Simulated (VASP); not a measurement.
A snapshot from molecular dynamics of Ta, step 111; the first frame, the perfect lattice, has an electronic free energy F (no ionic kinetic energy) of -11.805 eV/atom. The Γ point alone samples so small a cell crudely.

Here is the system:

```xyz
54
Lattice="9.9000 0.0000 0.0000 0.0000 9.9000 0.0000 0.0000 0.0000 9.9000" Properties=species:S:1:pos:R:3 pbc="T T T"
Ta     0.0062     9.8777     9.8922
Ta     3.3181     0.0721     0.0284
Ta     6.6079     0.0024     0.0105
Ta     0.0318     3.2788     0.0271
Ta     9.8809     9.8407     3.2974
Ta     1.7054     1.6540     1.5899
Ta     3.2669     3.2517     0.0107
Ta     3.2878     0.0143     3.2933
Ta     4.9238     1.6890     1.6844
Ta     6.5900     3.2783     9.8717
Ta     6.5971     9.8607     3.2577
Ta     8.3102     1.5462     1.6711
Ta     0.0909     6.5427     9.8941
Ta     0.0157     3.2947     3.3201
Ta     1.6501     4.9594     1.6511
Ta     3.3353     6.5779     9.8723
Ta     9.8206     0.0063     6.6138
Ta     1.6473     1.6728     4.9837
Ta     3.2636     3.3314     3.2685
Ta     4.9337     4.9400     1.6995
Ta     6.5967     6.6232     9.8310
Ta     3.3188     0.0888     6.6413
Ta     4.9020     1.6539     4.9968
Ta     6.5410     3.3202     3.3338
Ta     8.2754     4.9577     1.6403
Ta     6.6508     0.0073     6.5823
Ta     8.2306     1.6197     4.9617
Ta     0.0184     6.6434     3.3172
Ta     1.6424     8.2331     1.6361
Ta     9.8501     3.2690     6.6126
Ta     1.5933     4.9302     4.9347
Ta     3.3080     6.6094     3.3410
Ta     4.9893     8.2671     1.6502
Ta     1.6685     1.6991     8.2865
Ta     3.3315     3.2870     6.6273
Ta     4.9684     5.0297     4.9480
Ta     6.5769     6.6241     3.3281
Ta     8.2493     8.2306     1.6214
Ta     4.9239     1.7014     8.2212
Ta     6.5816     3.3355     6.5998
Ta     8.2397     5.0024     4.9615
Ta     8.2427     1.6355     8.2830
Ta     9.8515     6.5499     6.5413
Ta     1.6176     8.2431     4.9403
Ta     1.6832     4.8864     8.2814
Ta     3.3060     6.6105     6.5928
Ta     4.9741     8.2355     4.8635
Ta     4.9560     4.9645     8.2215
Ta     6.6238     6.6579     6.5590
Ta     8.2252     8.2351     4.9569
Ta     8.2555     4.8799     8.2976
Ta     1.6879     8.2283     8.2344
Ta     4.9582     8.2449     8.2304
Ta     8.2285     8.2549     8.2378
```

All values below come from PBE GGA, VASP's PBE PAW potentials (set 64) (plane waves; VASP). Numerical set-up: PREC = Normal, LREAL = Auto, ISYM = 0, EDIFF = 1E-5, 300 eV cut-off, 1×1×1 Γ-centred mesh, Fermi-Dirac smearing of 0.026 eV, potentials Ta.

Give F per atom of this frame and the forces (eV/Å).

-11.795 eV/atom.
```
atom     Fx     Fy     Fz
----  -----  -----  -----
Ta1    0.20  -0.09  -0.01
Ta2   -0.05  -0.30  -0.27
Ta3    0.01  -0.10  -0.28
Ta4    0.09  -0.04  -0.06
Ta5    0.17   0.09  -0.02
Ta6   -0.75  -0.09   0.58
Ta7    0.44   0.65   0.07
Ta8    0.05  -0.12  -0.19
Ta9   -0.06  -0.20  -0.41
Ta10  -0.12   0.15   0.20
Ta11   0.16   0.19   0.58
Ta12  -0.44   0.60  -0.17
Ta13  -0.63   0.34   0.06
Ta14   0.01  -0.04  -0.24
Ta15   0.24  -0.21   0.02
Ta16  -0.28  -0.05   0.37
Ta17   0.23  -0.08   0.08
Ta18  -0.12  -0.07  -0.12
Ta19   0.02   0.04   0.29
Ta20   0.04   0.09  -0.44
Ta21   0.04  -0.29   0.51
Ta22  -0.22  -0.67  -0.29
Ta23   0.35   0.11  -0.20
Ta24   0.44   0.02   0.01
Ta25   0.07   0.16   0.08
Ta26  -0.58  -0.16   0.17
Ta27   0.00   0.06  -0.09
Ta28  -0.27  -0.47  -0.18
Ta29   0.21   0.14   0.20
Ta30   0.33   0.29  -0.04
Ta31   0.46   0.16   0.12
Ta32  -0.20  -0.09  -0.73
Ta33  -0.27  -0.20   0.16
Ta34  -0.19  -0.29   0.05
Ta35  -0.35   0.37  -0.03
Ta36  -0.24  -0.33   0.11
Ta37   0.40  -0.11  -0.35
Ta38   0.12   0.03   0.19
Ta39   0.37  -0.37   0.26
Ta40  -0.01  -0.36   0.19
Ta41  -0.16  -0.44  -0.27
Ta42   0.05  -0.06  -0.35
Ta43   0.28   0.37   0.46
Ta44   0.04   0.10   0.04
Ta45  -0.23   0.06  -0.19
Ta46   0.13  -0.16  -0.13
Ta47   0.05   0.42   0.70
Ta48   0.00  -0.16   0.08
Ta49  -0.08  -0.30   0.23
Ta50   0.01   0.14  -0.19
Ta51   0.07   0.58  -0.50
Ta52  -0.36   0.28   0.16
Ta53   0.24   0.38   0.03
Ta54   0.29   0.01  -0.24
```

The cell is a supercell, built from Ta (bcc). Its lattice is the typed one, not relaxed at this level.
